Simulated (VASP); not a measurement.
Al (fcc) is relaxed at rising pressure, each step from the one before. Symmetry mostly holds the structure type, and other phases were not tried. The mesh follows the cell, and a change of mesh leaves a small step in the series.

Here is the system:

Al is modelled in the cubic space group Fm-3m (No. 225), the fcc (Cu type) structure, Pearson symbol cF4. Lattice parameters: a = 4.017 Å, b = 4.017 Å, c = 4.017 Å, α = 90.00°, β = 90.00°, γ = 90.00°. Al on 4a has 12 Al at 2.840 Å (cuboctahedral). (Neighbours: up to the widest gap in distance over summed covalent radii, below 1.35, at either atom.)
(The calculation used a cell of 1 atom; values per cell refer to that cell.)

Computed with PBEsol GGA, VASP's PBE PAW potentials (set 64) (plane waves; VASP). Run with 500 eV cut-off, 16×16×16 Γ-centred mesh, first-order Methfessel-Paxton smearing of 0.10 eV, potentials Al.

```csv
P (GPa),V (Å³/atom),H − H(0) (eV/atom),space group,gap on the mesh (eV),k-mesh
0,16.20,0.000,Fm-3m,0.00,16×16×16
5,___,___,Fm-3m,0.00,16×16×16
10,14.69,0.960,Fm-3m,0.00,16×16×16
20,___,___,Fm-3m,0.00,16×16×16
30,12.96,2.679,Fm-3m,0.00,17×17×17
45,12.13,3.852,Fm-3m,0.00,17×17×17
```

Fill in the missing entries.

- 5, V (Å³/atom): 15.35
- 5, H − H(0) (eV/atom): 0.492
- 20, V (Å³/atom): 13.72
- 20, H − H(0) (eV/atom): 1.845

Pressures at which the relaxation failed are left out.

The compound is Al in the fcc structure.
